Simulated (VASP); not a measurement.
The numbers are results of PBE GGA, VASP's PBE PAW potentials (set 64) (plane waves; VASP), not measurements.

Input for VASP

### INCAR
```
SYSTEM=Y
PREC=Accurate; ENCUT=400; LREAL=F
LASPH=T
EDIFF=1E-6; NELM=100; ALGO=Normal
IMIX=4; AMIX=0.2; BMIX=1.0
LMAXMIX=4
ISMEAR=1; SIGMA=0.1
GGA=PE
ISIF=2
LWAVE=F; LCHARG=F
```

POSCAR:
```
Y
1
    1.8615000000    -3.2242130000     0.0000000000
    1.8615000000     3.2242130000     0.0000000000
    0.0000000000     0.0000000000     5.8446000000
Y
2
Direct
  0.3333330000   0.6666670000   0.2500000000
  0.6666670000   0.3333330000   0.7500000000
```

KPOINTS:
```
Automatic mesh
0
gamma
10 10 6
0 0 0
```

POTCAR, in this order: Y_sv (PBE.64 set). Program: vasp_std.

Problem. What will the output report for the number of irreducible k-points (NKPTS), number of bands (NBANDS), largest plane-wave count, number of space-group operations, FFT grid (NGX, NGY, NGZ)?

Solution. 
| Property | Result |
|---|---|
| number of irreducible k-points (NKPTS) | 56 |
| number of bands (NBANDS) | 15 |
| largest plane-wave count | 1290 |
| number of space-group operations | 24 |
| FFT grid (NGX, NGY, NGZ) | 24 × 24 × 40 |

The compound is Y in the hcp structure. The cell was not relaxed at this level. The run is one of a series of settings (AMIX = 0.2, BMIX = 1.0, IMIX = 4 against the base run), some of them coarse on purpose.
